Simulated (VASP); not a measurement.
Level of theory: PBE GGA, VASP's PBE PAW potentials (set 64) (plane waves; VASP).

A VASP calculation is set up with these files.

### POSCAR
```
SrTe
1
    0.0000000000     3.3359940000     3.3359940000
    3.3359940000     0.0000000000     3.3359940000
    3.3359940000     3.3359940000     0.0000000000
Sr Te
1 1
Direct
  0.0000000000   0.0000000000   0.0000000000
  0.5000000000   0.5000000000   0.5000000000
```

KPOINTS:
```
K-points
0
Gamma
9 9 9
```

**INCAR**
```
LREAL  =  .FALSE.   ! projection in real space or not
LMAXMIX  =  4   ! l cut-off of mixed one-centre charges
SYSTEM  =  SrTe
ISIF  =  2   ! forces and stress, cell fixed
ISMEAR  =  -1
LWAVE  =  .FALSE.
EDIFF  =  1E-6
NELM  =  100
ENCUT  =  300
GGA  =  PE   ! PBE
PREC  =  Accurate
LCHARG  =  .FALSE.
ALGO  =  Normal   ! blocked Davidson
SIGMA  =  0.01   ! width (eV)
LASPH  =  .TRUE.
```

POTCAR, in this order: Sr_sv Te (PBE.64 set). Program: vasp_std.

At this cut-off the stress carries a Pulay error, which pulls relaxed volumes low.

### Question
Predict the energy per atom (σ→0).

### Answer

```json
{
 "energy per atom (σ→0)": "-4.132 eV/atom"
}
```

### OSZICAR
```
...
DAV:   6    -0.825912768502E+01    0.98055E-01   -0.19181E-01  1016   0.249E+00    0.916E+00
DAV:   7    -0.826440790416E+01   -0.52802E-02   -0.21695E-01  1152   0.295E+00    0.918E-01
DAV:   8    -0.826367134393E+01    0.73656E-03   -0.26618E-02  1016   0.793E-01    0.283E-01
DAV:   9    -0.826395016590E+01   -0.27882E-03   -0.94278E-04  1112   0.241E-01    0.863E-02
DAV:  10    -0.826415101675E+01   -0.20085E-03   -0.15753E-04   992   0.855E-02    0.202E-02
DAV:  11    -0.826418203352E+01   -0.31017E-04   -0.33284E-05  1060   0.392E-02    0.256E-02
DAV:  12    -0.826418156230E+01    0.47122E-06   -0.18576E-06  1164   0.739E-03
   1 F= -.82641816E+01 E0= -.82641816E+01  d E =-.517473E-11
```

The structure is a typed SrTe crystal (Fm-3m). The cell was not relaxed at this level.
